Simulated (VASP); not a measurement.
**TiRuN2: relaxation of cell and atoms with PBE**

Crystal: TiRuN2.

```
Ti Ru N
1.0
     1.54000    0.88912    5.53333
    -1.54000    0.88912    5.53333
     0.00000   -1.77824    5.53333
Ti Ru N
1 1 2
Direct
  0.00000 0.00000 0.00000
  0.50000 0.50000 0.50000
  0.75700 0.75700 0.75700
  0.24300 0.24300 0.24300
```

The cell was built by a generator and needn't be a form met in nature.

* Program: VASP 6.6.1
* Task: relaxation of cell and atoms
* Functional: PBE
* Potentials or basis: VASP PAW PBE potentials, release 64 (Ti_sv, Ru_pv, N)
* Cutoff: 520 eV
* k mesh: 6 × 6 × 6
* Occupations: gaussian, width 0.15 eV
* Spin: no spin polarisation
* Further INCAR settings: PREC = Normal; ALGO = Fast; EDIFF = 0.0001; IBRION = 2; EDIFFG = -0.08; NSW = 24; ISIF = 3

| Item | Value |
| --- | --- |
| Relaxed volume | 9.64 Å³/atom |
| Relaxed cell | a = 4.783 Å, b = 4.783 Å, c = 4.783 Å, α = 38.77°, β = 38.77°, γ = 38.77° |
| Space group after relaxing (to 0.05 Å) | R-3m (No. 166) |
| Energy gained by relaxing | 425.3 meV/atom |
| Ionic steps | 9 |
| Pressure after relaxing | -0.5 GPa |
| Largest force after relaxing | 0.033 eV/Å |
| Band gap on the k mesh | none (metal or under the smearing width) |

Forces on the atoms (eV/Å):
```
Ti   0.000  0.000  0.000
Ru   0.000  0.000  0.000
N    0.000  0.000  0.033
N    0.000  0.000 -0.033
```

Stress tensor (GPa, compression positive):
```
-0.96  0.00  0.00
 0.00 -0.96  0.00
 0.00  0.00  0.44
```

Step by step:
```csv
step,energy change (eV),largest force (eV/Å),pressure (GPa),volume (Å³)
1,0.0000,1.3771,-27.96,45.46
2,-0.1878,2.0167,65.28,33.52
3,-0.8889,1.9313,8.10,38.50
4,-1.5092,0.0457,8.55,37.91
5,-1.5681,0.8077,9.89,37.61
6,-1.5751,0.6133,-14.10,40.68
7,-1.6451,0.7129,-3.84,39.15
8,-1.6959,0.2584,-1.50,38.76
9,-1.7011,0.0333,-0.49,38.58
```

Final structure:
```
Ti Ru N
1.0
     1.58768    0.91665    4.41810
    -1.58768    0.91665    4.41810
     0.00000   -1.83329    4.41810
Ti Ru N
1 1 2
Direct
  0.00000 0.00000 0.00000
  0.50000 0.50000 0.50000
  0.75011 0.75011 0.75011
  0.24989 0.24989 0.24989
```

Levels at points of the mesh, in eV from the Fermi level:
| k point | band 16 | band 17 | band 18 | band 19 | band 20 | band 21 |
| --- | --- | --- | --- | --- | --- | --- |
| (0.00, 0.00, 0.00) | -2.25 | -1.37 | -1.01 | -0.36 | -0.36 | 1.41 |
| (0.50, 0.00, 0.00) | -1.38 | -0.71 | -0.24 | 0.23 | 1.35 | 1.45 |
| (0.50, 0.50, 0.00) | -2.51 | -0.94 | -0.48 | 0.52 | 1.48 | 1.89 |
| (0.50, 0.50, 0.50) | -2.02 | -2.02 | -0.96 | 0.13 | 0.13 | 0.36 |

Wall time 2.4 min on 1 thread of Intel(R) Xeon(R) 6975P-C (Granite Rapids) (shared host), peak memory 0.22 GiB.

Caveat: the k mesh is coarse (spacing up to 0.40 Å⁻¹), so the values aren't converged; the volume moved by over 15 % at a fixed basis, so the end points are rough.
